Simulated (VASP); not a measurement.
Given:

```
CELL_PARAMETERS angstrom
      0.00000     2.46374     2.46374
      2.46374     0.00000     2.46374
      2.46374     2.46374     0.00000
ATOMIC_POSITIONS crystal
  Eu 0.00000 0.00000 0.00000
  O  0.50000 0.50000 0.50000
```

Calculation: PBE0 hybrid, VASP's PBE PAW potentials (set 64) (plane waves; VASP 6.6.1). Run with 520 eV cut-off, 8×8×8 Γ-centred mesh, Gaussian smearing of 0.050 eV, potentials Eu_2 O.

The 4f electrons are frozen in the core of the lanthanide potential, so 4f levels, which can set the real gap, and their magnetism are missing.

Predict the energy per atom (σ→0), band gap (on the k-mesh) with the smallest direct gap where there is one.

```
Item                                         Result
-----------------------------------  --------------
band gap (on the k-mesh)                    4.75 eV
smallest direct gap (on the k-mesh)         4.75 eV
energy per atom (σ→0)                -8.041 eV/atom
```

Only differences to runs with the same potentials and settings are physical.

The compound is EuO in the rock salt structure. This cell is one point of a volume scan, at 0.97 of the reference volume. The cell's shape comes from a PBE relaxation.
